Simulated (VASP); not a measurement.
Here is the system:

```
CELL_PARAMETERS angstrom
      5.18879     0.00000     0.00000
      0.00000     5.18879     0.00000
      0.00000     0.00000     5.18879
ATOMIC_POSITIONS crystal
  Nb 0.25000 0.00000 0.50000
  Nb 0.50000 0.75000 0.00000
  Nb 0.75000 0.00000 0.50000
  Nb 0.50000 0.25000 0.00000
  Nb 0.00000 0.50000 0.75000
  Nb 0.00000 0.50000 0.25000
  Ga 0.00000 0.00000 0.00000
  Ga 0.50000 0.50000 0.50000
```

The numbers are results of PBEsol GGA, VASP's PBE PAW potentials (set 64) (plane waves; VASP), not measurements. Numerical set-up: 300 eV cut-off, 5×5×5 Γ-centred mesh, Fermi-Dirac smearing of 0.10 eV, potentials Nb_sv Ga_d.

At this cut-off the stress carries a Pulay error, which pulls relaxed volumes low.

Question: Give the stress tensor in GPa (positive for a compressed cell).

Answer: 
```
-6.94   0.00   0.00
 0.00  -6.94   0.00
 0.00   0.00  -6.94
```
The pressure is its mean diagonal, -6.94 GPa.

The structure comes from a measured Nb3Ga entry of the Crystallography Open Database, whose conditions weren't checked. The cell was not relaxed at this level.
